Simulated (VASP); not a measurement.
Given:

```
CrO2
1.0
    4.48358     0.00000     0.00000
    0.00000     4.48358     0.00000
    0.00000     0.00000     2.98080
Cr O
2 4
Direct
  0.00000   0.00000   0.00000
  0.50000   0.50000   0.50000
  0.30175   0.30175   0.00000
  0.80175   0.19825   0.50000
  0.19825   0.80175   0.50000
  0.69825   0.69825   0.00000
```
Starting moments (μB, in the order of the record's atoms Cr Cr O O O O): 2.5 2.5 -0.2 -0.2 -0.2 -0.2.

The numbers are results of PBE GGA + U (Dudarev), VASP's PBE PAW potentials (set 64) (plane waves; VASP), not measurements. Run with 520 eV cut-off, 8×8×11 Γ-centred mesh, tetrahedra with Blöchl corrections, potentials Cr_pv O, U − J: Cr 3.70 eV.

The cores are frozen, which limits the accuracy of field gradients.

**Question.** Give the principal components of the electric field gradient (V/Å²) and the asymmetry η at each nucleus.

**Answer.** 
```
atom    Vxx   Vyy    Vzz     η
----  -----  ----  -----  ----
Cr1    40.5  14.8  -55.3  0.46
Cr2    40.5  14.8  -55.3  0.46
O3    -12.3  -9.1   21.5  0.15
O4    -12.3  -9.1   21.5  0.15
O5    -12.3  -9.1   21.5  0.15
O6    -12.3  -9.1   21.5  0.15
```

The compound is CrO2 in the rutile structure. It was relaxed first, which changed the volume by +5 %.
